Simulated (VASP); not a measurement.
OSZICAR of a VASP run on MgB$_{2}$ (AlB2 type):

File OSZICAR:
```
       N       E                     dE             d eps       ncg     rms          rms(c)
DAV:   1     0.709590795968E+01    0.70959E+01   -0.39665E+03  5144   0.844E+02
DAV:   2    -0.168918808585E+02   -0.23988E+02   -0.22995E+02  7008   0.113E+02
DAV:   3    -0.172058638886E+02   -0.31398E+00   -0.31307E+00  6040   0.158E+01
DAV:   4    -0.172064588949E+02   -0.59501E-03   -0.59480E-03  7904   0.628E-01
DAV:   5    -0.172064591246E+02   -0.22970E-06   -0.22996E-06  6120   0.939E-03    0.565E+00
DAV:   6    -0.161620947878E+02    0.10444E+01   -0.76322E-01  5592   0.482E+00    0.407E+00
DAV:   7    -0.156727095471E+02    0.48939E+00   -0.38930E-01  6160   0.345E+00    0.298E+00
DAV:   8    -0.154395916147E+02    0.23312E+00   -0.18630E-01  6008   0.238E+00    0.224E+00
DAV:   9    -0.153270689829E+02    0.11252E+00   -0.92197E-02  5888   0.167E+00    0.169E+00
DAV:  10    -0.152751036542E+02    0.51965E-01   -0.43238E-02  5872   0.113E+00    0.127E+00
DAV:  11    -0.152521557161E+02    0.22948E-01   -0.18697E-02  5992   0.743E-01    0.973E-01
DAV:  12    -0.152414665471E+02    0.10689E-01   -0.83459E-03  5896   0.496E-01    0.759E-01
DAV:  13    -0.152363177416E+02    0.51488E-02   -0.38654E-03  5968   0.340E-01    0.596E-01
DAV:  14    -0.152338134496E+02    0.25043E-02   -0.17577E-03  6016   0.232E-01    0.471E-01
DAV:  15    -0.152325683168E+02    0.12451E-02   -0.79284E-04  6088   0.159E-01    0.374E-01
DAV:  16    -0.152319275506E+02    0.64077E-03   -0.35956E-04  6152   0.110E-01    0.298E-01
DAV:  17    -0.152315839715E+02    0.34358E-03   -0.16569E-04  6416   0.781E-02    0.238E-01
DAV:  18    -0.152313918576E+02    0.19211E-03   -0.78044E-05  6544   0.568E-02    0.190E-01
DAV:  19    -0.152312802526E+02    0.11161E-03   -0.38122E-05  6832   0.425E-02    0.152E-01
DAV:  20    -0.152312133028E+02    0.66950E-04   -0.19301E-05  6880   0.326E-02    0.122E-01
DAV:  21    -0.152311720945E+02    0.41208E-04   -0.10218E-05  7016   0.255E-02    0.976E-02
DAV:  22    -0.152311462168E+02    0.25878E-04   -0.56300E-06  6520   0.203E-02    0.783E-02
DAV:  23    -0.152311297096E+02    0.16507E-04   -0.32376E-06  5664   0.163E-02    0.628E-02
DAV:  24    -0.152311190402E+02    0.10669E-04   -0.18808E-06  4360   0.132E-02    0.503E-02
DAV:  25    -0.152311120690E+02    0.69712E-05   -0.12509E-06  3528   0.109E-02    0.404E-02
DAV:  26    -0.152311074725E+02    0.45965E-05   -0.77271E-07  3304   0.873E-03    0.324E-02
DAV:  27    -0.152311044099E+02    0.30626E-05   -0.48325E-07  2880   0.703E-03    0.260E-02
DAV:  28    -0.152311023495E+02    0.20604E-05   -0.30531E-07  2736   0.569E-03    0.209E-02
DAV:  29    -0.152311009460E+02    0.14034E-05   -0.19844E-07  2608   0.463E-03    0.168E-02
DAV:  30    -0.152310999802E+02    0.96584E-06   -0.12839E-07  2480   0.377E-03
   1 F= -.15231100E+02 E0= -.15230960E+02  d E =-.421136E-03
```

Which electronic solver shows in the log?

It is blocked Davidson (ALGO = Normal, or the opening steps of other solvers). The INCAR had ALGO = Normal.

Can the final energy be trusted as converged?

The run converged. It stopped with EDIFF = 1E-6, NELM = 100 (PBE GGA, plane waves, VASP's PBE PAW potentials (set 64)).

The compound is MgB2 in the AlB2 type structure. The cell was not relaxed at this level, atoms are displaced from their ideal sites. The run is one of a series of settings (AMIX = 0.2, BMIX = 1.0, IMIX = 1 against the base run), some of them coarse on purpose.
